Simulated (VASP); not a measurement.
Runs of VASP 6.6.1 on Mo. It takes space group Im-3m (No. 229, cubic). The conventional cell has a = 3.131 Å, b = 3.131 Å, c = 3.131 Å, α = 90.00°, β = 90.00°, γ = 90.00°. Mo (site symmetry m-3m) has 8 Mo at 2.71 Å as nearest neighbours. 

| task | level | potentials or basis | spin | cell | cutoff (eV) | k mesh for the DOS | occupations for the DOS | pressure (GPa) |
| --- | --- | --- | --- | --- | --- | --- | --- | --- |
| band structure | PBE | VASP PAW PBE potentials, release 64 (Mo_sv) | off | Im-3m, 15.34 Å³/atom | 520 | - | - | 8.3 |
| band structure | r2SCAN | VASP PAW PBE potentials, release 64 (Mo_sv) | off | Im-3m, 15.34 Å³/atom | 520 | - | - | 6.3 |
| relaxation of cell and atoms | PBEsol | VASP PAW PBE potentials, release 64 (Mo_sv) | off | relaxed | 600 | - | - | -0.1 |
| band structure | PBE | VASP PAW PBE potentials, release 64 (Mo_sv) | SOC, no magnetisation | Im-3m, 15.34 Å³/atom | 520 | - | - | 8.4 |
| band structure | LDA | VASP PAW LDA potentials, release 64 (Mo_sv) | off | Im-3m, 15.34 Å³/atom | 520 | - | - | (a) |

Alike in all rows: k mesh 16 × 16 × 16; smearing methfessel-paxton 0.1 eV.

**Question.** Estimate the missing entries.

**Answer.** (a) -4.2.

Caveats: the PAW data sets were made with another functional, which shifts forces and pressure a little (some runs).
